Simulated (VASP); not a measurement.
All values below come from PBEsol GGA, VASP's PBE PAW potentials (set 64) (plane waves; VASP).

A VASP calculation is set up with these files.

File KPOINTS:
```
kpoints
0
G
 7 7 11
0 0 0
```

**POSCAR**
```
MnO2
1
    4.3289927368     0.0000000000     0.0000000000
    0.0000000000     4.3289927368     0.0000000000
    0.0000000000     0.0000000000     2.8051028476
Mn O
2 4
Direct
  0.0000000000   1.0000000000   0.0000000000
  0.5000000000   0.5000000000   0.5000000000
  0.3034927808   0.3034927808   0.0000000000
  0.8034927808   0.1965072192   0.5000000000
  0.1965072192   0.8034927808   0.5000000000
  0.6965072192   0.6965072192   0.0000000000
```

INCAR:
```
SYSTEM = MnO2
PREC = Accurate
ENCUT = 520
EDIFF = 1E-7
NELM = 100
ALGO = Normal
LREAL = .FALSE.
LASPH = .TRUE.
ISMEAR = 1
SIGMA = 0.1
GGA = PS
LMAXMIX = 4
ISPIN = 2
MAGMOM = 2.4 -2.4 -0.0 0.0 0.0 -0.0
LORBIT = 10
LWAVE = .FALSE.
LCHARG = .FALSE.
ISIF = 4
IBRION = 2
NSW = 30
EDIFFG = -0.01
```

POTCAR, in this order: Mn_pv O (PBE.64 set). Program: vasp_std.

The run wrote:

File OSZICAR:
```
       N       E                     dE             d eps       ncg     rms          rms(c)
DAV:   1     0.650188176254E+03    0.65019E+03   -0.28632E+04  7392   0.205E+03
DAV:   2     0.169298228689E+02   -0.63326E+03   -0.59715E+03  7680   0.575E+02
DAV:   3    -0.627231536800E+02   -0.79653E+02   -0.77797E+02  8968   0.194E+02
DAV:   4    -0.656396089237E+02   -0.29165E+01   -0.27416E+01  8396   0.335E+01
DAV:   5    -0.656893380393E+02   -0.49729E-01   -0.49477E-01  7544   0.500E+00    0.483E+01
DAV:   6    -0.602096465514E+02    0.54797E+01   -0.15613E+02  8830   0.121E+02    0.484E+01
DAV:   7    -0.528754838217E+02    0.73342E+01   -0.10719E+02  9142   0.122E+02    0.216E+01
DAV:   8    -0.508371302397E+02    0.20384E+01   -0.85197E+00  7516   0.301E+01    0.790E+00
DAV:   9    -0.505509587960E+02    0.28617E+00   -0.16442E+00  9394   0.131E+01    0.277E+00
DAV:  10    -0.505626196905E+02   -0.11661E-01   -0.16968E-01  7578   0.335E+00    0.156E+00
DAV:  11    -0.505591822563E+02    0.34374E-02   -0.15856E-02  7876   0.156E+00    0.577E-01
DAV:  12    -0.505580310290E+02    0.11512E-02   -0.79470E-03  8796   0.134E+00    0.182E-01
DAV:  13    -0.505581332543E+02   -0.10223E-03   -0.60332E-04  7740   0.181E-01    0.551E-02
DAV:  14    -0.505581274023E+02    0.58519E-05   -0.95623E-05  8352   0.623E-02    0.361E-02
DAV:  15    -0.505581237068E+02    0.36955E-05   -0.46353E-05  8244   0.926E-02    0.187E-02
DAV:  16    -0.505581229409E+02    0.76593E-06   -0.48285E-06  8616   0.304E-02    0.563E-03
DAV:  17    -0.505581228746E+02    0.66256E-07   -0.99890E-07  9044   0.136E-02
   1 F= -.50558123E+02 E0= -.50558003E+02  d E =-.505581E+02  mag=     0.0000
       N       E                     dE             d eps       ncg     rms          rms(c)
DAV:   1    -0.505587059776E+02   -0.58304E-03   -0.19058E+00  7200   0.937E+00    0.666E-01
DAV:   2    -0.505607132349E+02   -0.20073E-02   -0.55506E-02  8302   0.188E+00    0.444E-01
DAV:   3    -0.505596719328E+02    0.10413E-02   -0.35032E-03  9388   0.778E-01    0.275E-01
DAV:   4    -0.505591812063E+02    0.49073E-03   -0.22229E-03  9010   0.529E-01    0.147E-01
DAV:   5    -0.505591391316E+02    0.42075E-04   -0.52657E-04  7956   0.264E-01    0.513E-02
DAV:   6    -0.505591396735E+02   -0.54194E-06   -0.35892E-05  7842   0.535E-02    0.310E-02
DAV:   7    -0.505591374079E+02    0.22656E-05   -0.45399E-06  8404   0.187E-02    0.981E-03
DAV:   8    -0.505591375784E+02   -0.17053E-06   -0.15659E-06  7904   0.900E-03    0.324E-03
DAV:   9    -0.505591375712E+02    0.72287E-08   -0.66314E-08  3612   0.307E-03
   2 F= -.50559138E+02 E0= -.50559042E+02  d E =-.101470E-02  mag=     0.0000
       N       E                     dE             d eps       ncg     rms          rms(c)
DAV:   1    -0.505601100303E+02   -0.97245E-03   -0.33301E-01  7200   0.392E+00    0.279E-01
DAV:   2    -0.505604766134E+02   -0.36658E-03   -0.98136E-03  8302   0.799E-01    0.190E-01
DAV:   3    -0.505602981786E+02    0.17843E-03   -0.68680E-04  9550   0.354E-01    0.119E-01
DAV:   4    -0.505601948999E+02    0.10328E-03   -0.39785E-04  8892   0.223E-01    0.582E-02
DAV:   5    -0.505601904012E+02    0.44987E-05   -0.87323E-05  7702   0.989E-02    0.218E-02
DAV:   6    -0.505601904798E+02   -0.78551E-07   -0.56235E-06  7740   0.191E-02    0.127E-02
DAV:   7    -0.505601901547E+02    0.32512E-06   -0.90389E-07  8350   0.840E-03    0.386E-03
DAV:   8    -0.505601902137E+02   -0.59062E-07   -0.26904E-07  6066   0.412E-03
   3 F= -.50560190E+02 E0= -.50560086E+02  d E =-.206734E-02  mag=     0.0000
```

**OUTCAR**
```
------------------------ aborting loop because EDIFF is reached ----------------------------------------
  FORCE on cell =-STRESS in cart. coord.  units (eV):
  Direction    XX          YY          ZZ          XY          YZ          ZX
  --------------------------------------------------------------------------------------
  Total        2.7470059      2.7470059      2.6677154      0.0000000      0.0000000      0.0000000
  in kB       83.7235571     83.7235571     81.3069322      0.0000000      0.0000000      0.0000000
  external PRESSURE =      82.9180155 kB  Pullay stress =       0.0000000 kB
  volume of cell :       52.57
      direct lattice vectors                 reciprocal lattice vectors
     4.325984652  0.000000000  0.000000000     0.231161245 -0.000000000  0.000000000
     0.000000000  4.325984652  0.000000000    -0.000000000  0.231161245  0.000000000
     0.000000000  0.000000000  2.809005275     0.000000000  0.000000000  0.355997907
 POSITION                                       TOTAL-FORCE (eV/Angst)
 -----------------------------------------------------------------------------------
      0.00000      0.00000      0.00000        -0.000000      0.000000     -0.000000
      2.16299      2.16299      1.40450        -0.000000      0.000000     -0.000000
      1.30939      1.30939      0.00000        -0.004543     -0.004543      0.000000
      3.47238      0.85361      1.40450        -0.004543      0.004543     -0.000000
      0.85361      3.47238      1.40450         0.004543     -0.004543     -0.000000
      3.01660      3.01660      0.00000         0.004543      0.004543     -0.000000
 -----------------------------------------------------------------------------------
    total drift:                               -0.000000     -0.000000     -0.000000
  FREE ENERGIE OF THE ION-ELECTRON SYSTEM (eV)
  ---------------------------------------------------
  free  energy   TOTEN  =       -50.5601902137 eV

  energy  without entropy=      -50.5598765116  energy(sigma->0) =      -50.56008565

 total charge

# of ion       s       p       d       tot
------------------------------------------
    1        0.383   6.528   5.002  11.913
    2        0.383   6.528   5.002  11.913
    3        1.566   3.467   0.000   5.033
    4        1.566   3.467   0.000   5.033
    5        1.566   3.467   0.000   5.033
    6        1.566   3.467   0.000   5.033
--------------------------------------------------
tot          7.030  26.926  10.005  43.960

 magnetization (x)

# of ion       s       p       d       tot
------------------------------------------
    1        0.011   0.019   2.344   2.374
    2       -0.011  -0.019  -2.344  -2.374
    3       -0.001  -0.044   0.000  -0.045
    4        0.001   0.044   0.000   0.045
    5        0.001   0.044   0.000   0.045
    6       -0.001  -0.044   0.000  -0.045
--------------------------------------------------
tot          0.000   0.000  -0.000  -0.000

 reached required accuracy - stopping structural energy minimisation
```
(Selected blocks of OUTCAR.)

### CONTCAR
```
MnO2
   1.00000000000000
     4.3259846519152365    0.0000000000000000    0.0000000000000000
     0.0000000000000000    4.3259846519152365    0.0000000000000000
     0.0000000000000000    0.0000000000000000    2.8090052752985382
  Mn              O
     2     4
Direct
     0.0000000000000000    0.0000000000000000    0.0000000000000000
     0.5000000000000000    0.5000000000000000    0.5000000000000000
     0.3026793531822177    0.3026793531822177    0.0000000000000000
     0.8026793531822177    0.1973206468177822    0.5000000000000000
     0.1973206468177822    0.8026793531822177    0.5000000000000000
     0.6973206468177823    0.6973206468177823    0.0000000000000000
```

**OUTCAR**
```
 val. band max:        6.0151481122   @ k =   0.2857   0.2857   0.0000

 cond. band min:       6.0185309894   @ k =   0.4286   0.2857   0.0909


 Fermi energy:         6.0172709238

 spin component 1

 k-point     1 :       0.0000    0.0000    0.0000
  band No.  band energies     occupation
      1     -44.3731      1.00000
      2     -44.2806      1.00000
      3     -44.2387      1.00000
      4     -41.7021      1.00000
      5     -41.7021      1.00000
      6     -41.6833      1.00000
      7     -14.3836      1.00000
      8     -12.3041      1.00000
      9     -11.9293      1.00000
     10     -11.8315      1.00000
     11      -2.3033      1.00000
     12      -1.4413      1.00000
     13      -0.9408      1.00000
     14      -0.0320      1.00000
     15       0.4335      1.00000
     16       1.6480      1.00000
     17       1.7196      1.00000
     18       2.3131      1.00000
     19       3.7077      1.00000
     20       3.8335      1.00000
     21       4.2486      1.00000
     22       4.4444      1.00000
     23       4.7151      1.00000
     24       4.7594      1.00000
     25       5.4579      1.00000
     26       5.6568      1.00000
     27       6.1888     -0.01787
     28       7.2572     -0.00000
     29       7.9739     -0.00000
     30       9.3628      0.00000

 k-point     2 :       0.1429    0.0000    0.0000
  band No.  band energies     occupation
      1     -44.3730      1.00000
      2     -44.2806      1.00000
      3     -44.2388      1.00000
      4     -41.7022      1.00000
      5     -41.7021      1.00000
      6     -41.6834      1.00000
      7     -14.2952      1.00000
      8     -12.3998      1.00000
      9     -11.9500      1.00000
     10     -11.8588      1.00000
     11      -2.1430      1.00000
     12      -1.3668      1.00000
     13      -0.7863      1.00000
     14      -0.0265      1.00000
     15       0.4583      1.00000
     16       1.4720      1.00000
...
```

The compound is MnO2 in the rutile structure. This cell is one point of a volume scan, at 0.97 of the reference volume. Symmetry was kept, so distortions that lower it aren't found.
